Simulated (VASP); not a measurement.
Consider the following.

```
CELL_PARAMETERS angstrom
      0.00000     2.12000     2.12000
      2.12000     0.00000     2.12000
      2.12000     2.12000     0.00000
ATOMIC_POSITIONS crystal
  Ti 0.00000 0.00000 0.00000
  N  0.50000 0.50000 0.50000
```

Level of theory: vdW-DF2, VASP's PBE PAW potentials (set 64) (plane waves; VASP 6.6.1). Settings: 520 eV cut-off, 13×13×13 Γ-centred mesh, first-order Methfessel-Paxton smearing of 0.10 eV, potentials Ti_sv N.

Energy and stress use the plane-wave basis of the starting cell.

Question: The ions, cell shape and volume are relaxed. Which structure does the run end with?

Answer: 
```
CELL_PARAMETERS angstrom
      0.00000     2.16307     2.16307
      2.16307     0.00000     2.16307
      2.16307     2.16307     0.00000
ATOMIC_POSITIONS crystal
  Ti 0.00000 0.00000 0.00000
  N  0.50000 0.50000 0.50000
```
Space group Fm-3m (225), at a tolerance of 0.03 Å.

Question: How do energy and volume change from the first to the last step?

Answer: The energy (σ→0) changes by -29.5 meV/atom and the volume by +6.2 %, in 4 ionic steps.

The compound is TiN in the rock salt structure. This run relaxes it. Symmetry was kept, so distortions that lower it aren't found. The electron count is odd and the run is not spin-polarised, which forces a metal.
